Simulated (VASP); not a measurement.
Consider the following.

```
AlN
1.0
    3.27778     0.00000     0.00000
   -1.63889     2.83864     0.00000
    0.00000     0.00000     4.10703
Al N
2 2
Cartesian
  0.00000   1.89243   3.08027
  1.63889   0.94621   1.02676
  0.00000   1.89243   1.02676
  1.63889   0.94621   3.08027
```

The numbers are results of LDA (Ceperley-Alder, Perdew-Zunger), VASP's LDA PAW potentials (set 64) (plane waves; VASP), not measurements. Run with 520 eV cut-off, 8×8×6 Γ-centred mesh, Gaussian smearing of 0.010 eV, potentials Al N.

Problem. Give the electronic dielectric tensor ε∞ (DFPT, local fields included).

Solution. 
```
4.44  0.00  0.00
0.00  4.44  0.00
0.00  0.00  4.84
```

Problem. Give the Born effective charges.

Solution. 
```
atom   Z*xx   Z*yy   Z*zz   mean
----  -----  -----  -----  -----
Al1    2.51   2.51   3.10   2.71
Al2    2.51   2.51   3.10   2.71
N3    -2.51  -2.51  -3.10  -2.71
N4    -2.51  -2.51  -3.10  -2.71
```

Problem. And the static tensor with the ions free?

Solution. 
```
8.14  0.00  0.00
0.00  8.14  0.00
0.00  0.00  37.6
```

Problem. Which frequencies do the optical Γ-point modes have (no LO-TO splitting)?

Solution. 286, 337 (×2), 418, 689, 690 (×2), 706 (×2) cm⁻¹.

The structure comes from a computed database's AlN entry (P6_3/mmc); how it stands against other phases isn't given here. It was relaxed first.
